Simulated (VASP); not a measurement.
A convergence study with VASP on HfC (rock salt): one setting is varied, all else stays as given below, so the limit is that of these other settings.

```
CELL_PARAMETERS angstrom
      0.00000     2.32000     2.32000
      2.32000     0.00000     2.32000
      2.32000     2.32000     0.00000
ATOMIC_POSITIONS crystal
  Hf 0.00000 0.00000 0.00000
  C  0.50000 0.50000 0.50000
```

Computed with PBE GGA, VASP's PBE PAW potentials (set 64) (plane waves; VASP). The tightest run used: 700 eV cut-off, 19×19×19 Monkhorst-Pack mesh, first-order Methfessel-Paxton smearing of 0.10 eV, potentials Hf_pv C.

| setting | E (eV/atom) | pressure (GPa) | irreducible k-points |
|---|---|---|---|
| 1×1×1 mesh | -0.4785 | 98.63 | 1 |
| 2×2×2 mesh | -10.5868 | 1.84 | 2 |
| 3×3×3 mesh | -10.4090 | 0.97 | 4 |
| 4×4×4 mesh | -10.5067 | 1.20 | 10 |
| 5×5×5 mesh | -10.4996 | 1.79 | 10 |

Question: These are the cheaper rows. Estimate the results at 19×19×19 mesh, and how far the last row shown lies from them.

Answer: 
```tsv
quantity	tightest run	last row shown is off by
E (eV/atom)	-10.5248	0.0252
pressure (GPa)	1.00	0.79
```

Left out are rungs that failed or repeat a setting and relaxations that didn't move; long series are thinned to 24 rows.

The compound is HfC in the rock salt structure. The cell was not relaxed at this level.
